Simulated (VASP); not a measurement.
# ZnS (Wurtzite-2H): convergence with the k-mesh and plane-wave cutoff

Aim: find how far the k-mesh and plane-wave cutoff must be pushed for ZnS (Wurtzite-2H), and what that costs. The series runs use LDA. The k-mesh tried: 2 2 1; 3 3 2; 4 4 2; 5 5 3; 6 6 3; 8 8 5; 10 10 6; 12 12 7. The plane-wave cutoff tried: ENCUT = 170; ENCUT = 210; ENCUT = 250; ENCUT = 280; ENCUT = 320; ENCUT = 360; ENCUT = 440; ENCUT = 550. The start is a cell from a database of measured crystal structures.

Method: LDA; plane waves and PAW (Zn, S), in VASP 6.6.1.

The database entry behind the starting cell differs from later determinations by our own check (about 0.4 % short), so it need not match the best structure at ambient conditions.

### Step 1. Set-up

Symmetry: P6_3mc, No. 186, hexagonal system. Conventional cell: a = 3.811 Å, b = 3.811 Å, c = 6.234 Å, α = 90.00°, β = 90.00°, γ = 120.00°. Nearest to Zn lie 4 S at 2.31 to 2.40 Å. Nearest to S lie 4 Zn at 2.31 to 2.40 Å. Farther neighbours and most contacts between anions are not listed.

Coordinates:

```xyz
4
Lattice="3.8110 0.0000 0.0000 -1.9055 3.3004 0.0000 0.0000 0.0000 6.2340" Properties=species:S:1:pos:R:3 pbc="T T T"
Zn    0.0000    2.2003    0.0000
Zn    1.9055    1.1001    3.1170
S     0.0000    2.2003    2.4001
S     1.9055    1.1001    5.5171
```

### Step 2. K-mesh: 2 2 1

The sum over the zone converges with the mesh, fast for insulators and slowly for metals. LDA, the lowest rung, knows the local density alone.

File INCAR:

```
SYSTEM = ZnS
PREC = Accurate
ENCUT = 400
EDIFF = 1E-06
NELM = 100
ISMEAR = -1
SIGMA = 0.05
LREAL = .FALSE.
ALGO = Normal
GGA = CA
NBANDS = 24
LORBIT = 11
LWAVE = .FALSE.
LCHARG = .FALSE.
NCORE = 4
ISIF = 2
```

File POSCAR:

```
ZnS
1.0
    3.8110000000      0.0000000000      0.0000000000
   -1.9055000000      3.3004228138      0.0000000000
    0.0000000000      0.0000000000      6.2340000000
Zn S
2 2
Direct
    0.3333333333      0.6666666667      0.0000000000
    0.6666666667      0.3333333333      0.5000000000
    0.3333333333      0.6666666667      0.3850000000
    0.6666666667      0.3333333333      0.8850000000
```

File KPOINTS:

```
Automatic mesh
0
Gamma
2 2 1
0 0 0
```

PAW data sets: Zn and S (PBE family, release 64).

Launch:

```
$ mpirun -np 4 vasp_std
```

What it wrote:

```text
[banner, memory and clock lines left out]
running    4 mpi-ranks, on    1 nodes
 distrk:  each k-point on    4 cores,    1 groups
 distr:  one band on    4 cores,    1 groups

 POSCAR found type information on POSCAR ZnS
 POSCAR found :  2 types and       4 ions
|                                                                             |
|               ----> ADVICE to this user running VASP <----                  |
|                                                                             |
|     You enforced a specific xc type in the INCAR file but a different       |
|     [... a line on the potential file left out ...]
|     I HOPE YOU KNOW WHAT YOU ARE DOING!                                     |
|                                                                             |

 LDA part: xc-table for (Slater(with rela. corr.)+CA(PZ))
 , standard interpolation
 POSCAR, INCAR and KPOINTS ok, starting setup
 FFT: planning ... GRIDC
 FFT: planning ... GRID_SOFT
 FFT: planning ... GRID
 WAVECAR not read
 entering main loop
       N       E                     dE             d eps       ncg     rms          rms(c)
DAV:   1     0.205348960838E+03    0.20535E+03   -0.15292E+04    96   0.152E+03
DAV:   2     0.325661991709E+01   -0.20209E+03   -0.19667E+03    96   0.316E+02
DAV:   3    -0.160314799033E+02   -0.19288E+02   -0.19169E+02   112   0.104E+02
DAV:   4    -0.164052850539E+02   -0.37381E+00   -0.37360E+00   120   0.146E+01
DAV:   5    -0.164118894606E+02   -0.66044E-02   -0.66041E-02   120   0.190E+00    0.847E+00
DAV:   6    -0.153121598998E+02    0.10997E+01   -0.29332E+00   144   0.479E+01    0.691E+00
DAV:   7    -0.153109950263E+02    0.11649E-02   -0.17738E+00   112   0.800E+00    0.348E+00
DAV:   8    -0.152962901201E+02    0.14705E-01   -0.54306E-02   144   0.273E+00    0.116E+00
DAV:   9    -0.152943283888E+02    0.19617E-02   -0.97520E-03   136   0.175E+00    0.260E-01
DAV:  10    -0.152944226910E+02   -0.94302E-04   -0.97004E-04   120   0.217E-01    0.200E-01
DAV:  11    -0.152945158009E+02   -0.93110E-04   -0.21342E-04   136   0.270E-01    0.111E-01
DAV:  12    -0.152944672994E+02    0.48502E-04   -0.11449E-04   128   0.227E-01    0.229E-02
DAV:  13    -0.152944678947E+02   -0.59529E-06   -0.16504E-05   112   0.246E-02    0.185E-02
DAV:  14    -0.152944678149E+02    0.79792E-07   -0.15189E-06    80   0.101E-02
   1 F= -.15294468E+02 E0= -.15294468E+02  d E =-.598111E-08
```

Elapsed: 1.2 s, on 4 MPI ranks of AMD EPYC 9R45, shared host; peak memory 0.34 GiB.

Lines that name or quote the potential files are left out of all logs, and their timing lines are given in words.

From OUTCAR (step 2):

```text
ion  position               nearest neighbor table
   1  0.333  0.667  0.000-   4 2.31   4 2.31   4 2.31   3 2.40
   2  0.667  0.333  0.500-   3 2.31   3 2.31   3 2.31   4 2.40
   3  0.333  0.667  0.385-   2 2.31   2 2.31   2 2.31   1 2.40
   4  0.667  0.333  0.885-   1 2.31   1 2.31   1 2.31   2 2.40

  LATTYP: Found a hexagonal cell.
 ALAT       =     3.8110000000
 C/A-ratio  =     1.6357911309

 Subroutine GETGRP returns: Found 12 space group operations
 (whereof  6 operations were pure point group operations)

The static configuration has the point symmetry C_3v.
 The point group associated with its full space group is C_6v.

 Found      2 irreducible k-points:

   k-points           NKPTS =      2   k-points in BZ     NKDIM =      2   number of bands    NBANDS=     24

   dimension x,y,z NGX =    28 NGY =   28 NGZ =   42
   dimension x,y,z NGXF=    56 NGYF=   56 NGZF=   84

   ENCUT  =  400.0 eV  29.40 Ry    5.42 a.u.   6.21  6.21 10.17*2*pi/ulx,y,z

   NELECT =      36.0000    total number of electrons

 k-points in reciprocal lattice and weights: Automatic mesh
   0.00000000  0.00000000  0.00000000       0.250
   0.50000000  0.00000000  0.00000000       0.750

 average (electrostatic) potential at core
       1 -35.9682       2 -35.9682       3 -88.3330       4 -88.3330

 E-fermi :   3.0359

 k-point     1 :       0.0000    0.0000    0.0000
  band No.  band energies     occupation
    ...
     14       1.1584      2.00000
     15       1.1584      2.00000
     16       2.0322      2.00000
     17       2.0328      2.00000
     18       2.0328      2.00000
     19       3.9834      0.00000
     20       4.7119      0.00000
     21       8.0907      0.00000
     22       8.0907      0.00000
     23       8.4064      0.00000
    ...

 k-point     2 :       0.5000    0.0000    0.0000
  band No.  band energies     occupation
    ...
     14      -2.3384      2.00000
     15      -1.2270      2.00000
     16      -0.2704      2.00000
     17       0.3951      2.00000
     18       1.0316      2.00000
     19       5.3369      0.00000
     20       6.0687      0.00000
     21       6.9559      0.00000
     22       8.9740      0.00000
     23       9.2643      0.00000
    ...

  Total        1.1895372      1.1895372     -5.7230348      0.0000000      0.0000000     -0.0000000
  in kB       24.3059892     24.3059892   -116.9396108      0.0000000      0.0000000     -0.0000000
  external PRESSURE =     -22.7758775 kB  Pullay stress =       0.0000000 kB

  energy-cutoff  :      400.00
  volume of cell :       78.41
      direct lattice vectors                 reciprocal lattice vectors
     3.811000000  0.000000000  0.000000000     0.262398321  0.151495741  0.000000000
    -1.905500000  3.300422814  0.000000000     0.000000000  0.302991482  0.000000000
     0.000000000  0.000000000  6.234000000     0.000000000  0.000000000  0.160410651

 POSITION                                       TOTAL-FORCE (eV/Angst)
 -----------------------------------------------------------------------------------
     -0.00000      2.20028      0.00000        -0.000000     -0.000000      0.373618
      1.90550      1.10014      3.11700         0.000000      0.000000      0.373618
     -0.00000      2.20028      2.40009        -0.000000      0.000000     -0.373618
      1.90550      1.10014      5.51709        -0.000000     -0.000000     -0.373618
 -----------------------------------------------------------------------------------
    total drift:                               -0.000000     -0.000000     -0.000560

  FREE ENERGIE OF THE ION-ELECTRON SYSTEM (eV)
  ---------------------------------------------------
  free  energy   TOTEN  =       -15.2944678149 eV

  energy  without entropy=      -15.2944678089  energy(sigma->0) =      -15.29446781

 total charge
# of ion       s       p       d       tot
------------------------------------------
    1        0.507   0.499   9.812  10.817
    2        0.507   0.499   9.812  10.817
    3        1.270   2.468   0.000   3.737
    4        1.270   2.468   0.000   3.737
--------------------------------------------------
tot          3.552   5.934  19.623  29.109
```

The gap is read on the k-mesh alone, so it is an upper bound where the band edges lie off the mesh. The PAW data sets were made with PBE, though LDA sets exist; this is a small mismatch.

Numbers from this step:

* SCF cycles: 14
* electrons: 36
* bands: 24
* irreducible k-points: 2
* symmetry operations: 12
* free energy (TOTEN): -15.29 eV
* Fermi energy: 3.036 eV
* pressure: -2.278 GPa
* metallic: no
* valence top at k: 0, 0, 0
* conduction bottom at k: 0, 0, 0
* least direct gap at k: 0, 0, 0
* gap on the k-mesh: 1.951 eV
* least direct gap on the k-mesh: 1.951 eV

The series starts at -3.8236 eV an atom and -2.28 GPa, after 14 cycles in 1.2 s.

### Step 3. K-mesh: 3 3 2

INCAR, as its differences from that of step 2:

```diff
@@ -14,3 +14,4 @@
 LCHARG = .FALSE.
-NCORE = 4
+KPAR = 2
+NCORE = 2
 ISIF = 2
```

POSCAR is that of step 2.

File KPOINTS:

```
Automatic mesh
0
Gamma
3 3 2
0 0 0
```

Launch:

```
$ mpirun -np 4 vasp_std
```

What it wrote:

```text
[banner, memory and clock lines left out]
running    4 mpi-ranks, on    1 nodes
[...]
[... a notice as in an earlier step ...]

 LDA part: xc-table for (Slater(with rela. corr.)+CA(PZ))
 , standard interpolation
 POSCAR, INCAR and KPOINTS ok, starting setup
[...]
entering main loop
       N       E                     dE             d eps       ncg     rms          rms(c)
DAV:   1     0.207384782804E+03    0.20738E+03   -0.14906E+04   288   0.152E+03
DAV:   2     0.165091559595E+01   -0.20573E+03   -0.19977E+03   312   0.321E+02
DAV:   3    -0.167005664931E+02   -0.18351E+02   -0.18261E+02   344   0.103E+02
DAV:   4    -0.170696415164E+02   -0.36908E+00   -0.36882E+00   328   0.155E+01
[...]
DAV:  11    -0.161375758129E+02   -0.31824E-04   -0.57397E-05   360   0.663E-02    0.395E-02
DAV:  12    -0.161375741343E+02    0.16786E-05   -0.92063E-06   360   0.721E-02    0.270E-03
DAV:  13    -0.161375743664E+02   -0.23211E-06   -0.74298E-07   216   0.133E-02
   1 F= -.16137574E+02 E0= -.16137574E+02  d E =-.833737E-09
```

The job ended after 1.8 s (4 MPI ranks; peak memory 0.45 GiB).

Parts of OUTCAR (step 3):

```text
  Total       -1.0101035     -1.0101035     -2.6065814      0.0000000      0.0000000      0.0000000
  in kB      -20.6395937    -20.6395937    -53.2606606      0.0000000      0.0000000      0.0000000
  external PRESSURE =     -31.5132827 kB  Pullay stress =       0.0000000 kB

 POSITION                                       TOTAL-FORCE (eV/Angst)
 -----------------------------------------------------------------------------------
     -0.00000      2.20028      0.00000         0.000000     -0.000000      0.352269
      1.90550      1.10014      3.11700        -0.000000      0.000000      0.352269
     -0.00000      2.20028      2.40009         0.000000     -0.000000     -0.352269
      1.90550      1.10014      5.51709        -0.000000     -0.000000     -0.352269
 -----------------------------------------------------------------------------------
    total drift:                               -0.000000     -0.000000     -0.000352

  FREE ENERGIE OF THE ION-ELECTRON SYSTEM (eV)
  ---------------------------------------------------
  free  energy   TOTEN  =       -16.1375743664 eV

  energy  without entropy=      -16.1375743656  energy(sigma->0) =      -16.13757437

[... 1 part as in an earlier step ...]

[... 2 further parts left out ...]
[key lines of the parts left out:]
E-fermi :   2.9752
```

Against the run before the energy moves by -210.78 meV an atom and the pressure by -0.87 GPa, after 13 cycles in 1.8 s.

### Step 4. K-mesh: 4 4 2

INCAR, as its differences from that of step 3:

```diff
@@ -14,4 +14,3 @@
 LCHARG = .FALSE.
-KPAR = 2
-NCORE = 2
+KPAR = 4
 ISIF = 2
```

POSCAR is that of step 3.

File KPOINTS:

```
Automatic mesh
0
Gamma
4 4 2
0 0 0
```

Launch:

```
$ mpirun -np 4 vasp_std
```

What it wrote:

```text
[banner, memory and clock lines left out]
running    4 mpi-ranks, on    1 nodes
[...]
[... a notice as in an earlier step ...]

 LDA part: xc-table for (Slater(with rela. corr.)+CA(PZ))
 , standard interpolation
 POSCAR, INCAR and KPOINTS ok, starting setup
[...]
entering main loop
       N       E                     dE             d eps       ncg     rms          rms(c)
DAV:   1     0.208644133054E+03    0.20864E+03   -0.14770E+04   384   0.151E+03
DAV:   2     0.138761396834E+01   -0.20726E+03   -0.19956E+03   424   0.328E+02
DAV:   3    -0.168764683667E+02   -0.18264E+02   -0.18177E+02   472   0.102E+02
DAV:   4    -0.172200052067E+02   -0.34354E+00   -0.34340E+00   432   0.147E+01
[...]
DAV:  11    -0.163338158778E+02   -0.27730E-04   -0.60114E-05   528   0.773E-02    0.393E-02
DAV:  12    -0.163338139030E+02    0.19749E-05   -0.12902E-05   448   0.825E-02    0.294E-03
DAV:  13    -0.163338141181E+02   -0.21512E-06   -0.80102E-07   328   0.143E-02
   1 F= -.16333814E+02 E0= -.16333814E+02  d E =-.399087E-09
```

It took 2.8 s on 4 MPI ranks; peak memory 0.49 GiB.

OUTCAR, selected parts (step 4):

```text
  Total       -1.4621416     -1.4621416     -2.4539160      0.0000000      0.0000000     -0.0000000
  in kB      -29.8761541    -29.8761541    -50.1412267      0.0000000      0.0000000     -0.0000000
  external PRESSURE =     -36.6311783 kB  Pullay stress =       0.0000000 kB

 POSITION                                       TOTAL-FORCE (eV/Angst)
 -----------------------------------------------------------------------------------
     -0.00000      2.20028      0.00000        -0.000000      0.000000      0.315733
      1.90550      1.10014      3.11700         0.000000     -0.000000      0.315733
     -0.00000      2.20028      2.40009        -0.000000      0.000000     -0.315733
      1.90550      1.10014      5.51709        -0.000000      0.000000     -0.315733
 -----------------------------------------------------------------------------------
    total drift:                               -0.000000     -0.000000      0.000154

  FREE ENERGIE OF THE ION-ELECTRON SYSTEM (eV)
  ---------------------------------------------------
  free  energy   TOTEN  =       -16.3338141181 eV

  energy  without entropy=      -16.3338141177  energy(sigma->0) =      -16.33381412

[... 1 part as in an earlier step ...]

[... 2 further parts left out ...]
[key lines of the parts left out:]
E-fermi :   2.9488
```

Against the run before the energy moves by -49.06 meV an atom and the pressure by -0.51 GPa, after 13 cycles in 2.8 s.

### Step 5. K-mesh: 5 5 3

INCAR is that of step 4.

POSCAR is that of step 4.

File KPOINTS:

```
Automatic mesh
0
Gamma
5 5 3
0 0 0
```

Launch:

```
$ mpirun -np 4 vasp_std
```

What it wrote:

```text
[... set-up lines as in an earlier step ...]
 entering main loop
       N       E                     dE             d eps       ncg     rms          rms(c)
DAV:   1     0.208310241062E+03    0.20831E+03   -0.14956E+04   480   0.152E+03
DAV:   2     0.830525364497E+00   -0.20748E+03   -0.20176E+03   512   0.325E+02
DAV:   3    -0.169196024989E+02   -0.17750E+02   -0.17658E+02   608   0.101E+02
DAV:   4    -0.172485558401E+02   -0.32895E+00   -0.32885E+00   536   0.143E+01
[...]
DAV:  11    -0.163730366159E+02   -0.26429E-04   -0.55336E-05   680   0.760E-02    0.332E-02
DAV:  12    -0.163730348974E+02    0.17185E-05   -0.10821E-05   568   0.758E-02    0.323E-03
DAV:  13    -0.163730350892E+02   -0.19181E-06   -0.86593E-07   376   0.104E-02
   1 F= -.16373035E+02 E0= -.16373035E+02  d E =-.167973E-09
```

Elapsed: 3.4 s, on 4 MPI ranks; peak memory 0.5 GiB; 10 s of CPU time.

From OUTCAR (step 5):

```text
  Total       -1.5505866     -1.5505866     -2.3765970      0.0000000      0.0000000      0.0000000
  in kB      -31.6833637    -31.6833637    -48.5613557      0.0000000      0.0000000      0.0000000
  external PRESSURE =     -37.3093610 kB  Pullay stress =       0.0000000 kB

 POSITION                                       TOTAL-FORCE (eV/Angst)
 -----------------------------------------------------------------------------------
     -0.00000      2.20028      0.00000        -0.000000     -0.000000      0.304369
      1.90550      1.10014      3.11700         0.000000      0.000000      0.304369
     -0.00000      2.20028      2.40009         0.000000      0.000000     -0.304369
      1.90550      1.10014      5.51709         0.000000      0.000000     -0.304369
 -----------------------------------------------------------------------------------
    total drift:                               -0.000000     -0.000000      0.000486

  FREE ENERGIE OF THE ION-ELECTRON SYSTEM (eV)
  ---------------------------------------------------
  free  energy   TOTEN  =       -16.3730350892 eV

  energy  without entropy=      -16.3730350891  energy(sigma->0) =      -16.37303509

[... 1 part as in an earlier step ...]

[... 2 further parts left out ...]
[key lines of the parts left out:]
E-fermi :   2.9538
```

Against the run before the energy moves by -9.81 meV an atom and the pressure by -0.07 GPa, after 13 cycles in 3.4 s.

### Step 6. K-mesh: 6 6 3

INCAR is that of step 5.

POSCAR is that of step 5.

File KPOINTS:

```
Automatic mesh
0
Gamma
6 6 3
0 0 0
```

Launch:

```
$ mpirun -np 4 vasp_std
```

What it wrote:

```text
[... set-up lines as in an earlier step ...]
 entering main loop
       N       E                     dE             d eps       ncg     rms          rms(c)
DAV:   1     0.210849890060E+03    0.21085E+03   -0.14902E+04   672   0.152E+03
DAV:   2     0.760743982013E+00   -0.21009E+03   -0.20284E+03   736   0.325E+02
DAV:   3    -0.169229035675E+02   -0.17684E+02   -0.17606E+02   832   0.101E+02
DAV:   4    -0.172553486731E+02   -0.33245E+00   -0.33224E+00   808   0.144E+01
[...]
DAV:  11    -0.163833072735E+02   -0.24980E-04   -0.50249E-05   864   0.684E-02    0.279E-02
DAV:  12    -0.163833059008E+02    0.13726E-05   -0.87394E-06   864   0.687E-02    0.266E-03
DAV:  13    -0.163833060759E+02   -0.17509E-06   -0.81812E-07   472   0.986E-03
   1 F= -.16383306E+02 E0= -.16383306E+02  d E =-.130451E-09
```

Run time: 4 s. Hardware: 4 MPI ranks; peak memory 0.52 GiB.

OUTCAR, selected parts (step 6):

```text
  Total       -1.5808529     -1.5808529     -2.3622679      0.0000000      0.0000000      0.0000000
  in kB      -32.3017992    -32.3017992    -48.2685659      0.0000000      0.0000000      0.0000000
  external PRESSURE =     -37.6240547 kB  Pullay stress =       0.0000000 kB

 POSITION                                       TOTAL-FORCE (eV/Angst)
 -----------------------------------------------------------------------------------
     -0.00000      2.20028      0.00000         0.000000      0.000000      0.301273
      1.90550      1.10014      3.11700         0.000000     -0.000000      0.301273
     -0.00000      2.20028      2.40009        -0.000000      0.000000     -0.301273
      1.90550      1.10014      5.51709        -0.000000      0.000000     -0.301273
 -----------------------------------------------------------------------------------
    total drift:                               -0.000000     -0.000000      0.000624

  FREE ENERGIE OF THE ION-ELECTRON SYSTEM (eV)
  ---------------------------------------------------
  free  energy   TOTEN  =       -16.3833060759 eV

  energy  without entropy=      -16.3833060758  energy(sigma->0) =      -16.38330608

[... 1 part as in an earlier step ...]

[... 2 further parts left out ...]
[key lines of the parts left out:]
E-fermi :   2.9698
```

Against the run before the energy moves by -2.57 meV an atom and the pressure by -0.03 GPa, after 13 cycles in 4 s.

(Continued in part 2 of 3.)

[Lines on the potential files, build, host, timing and source positions are cut from VASP's logs without a mark.]

[Logs are printed without paths, hosts, clocks, repeated set-up lines and the standing remarks that a program may print on its own settings, such as how far it seeks lower states.]

[Hosts, paths, dates, database ids (printed as entryN), source tags and the programs' standing remarks are cut or masked in the printed files.]

[A measured line is paired with the nearest computed mode of its activity, which favours agreement.]
